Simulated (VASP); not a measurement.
Consider the following.

```
CELL_PARAMETERS angstrom
     -2.53999     2.53999     2.53999
      2.53999    -2.53999     2.53999
      2.53999     2.53999    -2.53999
ATOMIC_POSITIONS crystal
  Ba 0.00000 0.00000 0.00000
```

Method: r2SCAN meta-GGA with spin-orbit coupling, VASP's PBE PAW potentials (set 64) (plane waves; VASP). Numerical set-up: 400 eV cut-off, 9×9×9 Γ-centred mesh, Gaussian smearing of 0.050 eV, potentials Ba_sv.

Problem. Give the energies of bands 9 to 17 at the high-symmetry points, in eV from the Fermi level.

Solution. 
```
band      Γ      H      N     P
----  -----  -----  -----  ----
9     -2.90  -0.59  -0.88  0.39
10    -2.90  -0.59  -0.88  0.39
11     2.03  -0.59   0.85  0.56
12     2.03  -0.59   0.85  0.56
13     2.03   4.14   1.06  0.56
14     2.03   4.14   1.06  0.56
15     2.12   4.63   3.39  4.04
16     2.12   4.63   3.39  4.04
17     3.37   4.70   3.94  4.06
```

It has no gap at this level: it comes out as a metal or semimetal.

The compound is Ba in the bcc structure. It was relaxed first.
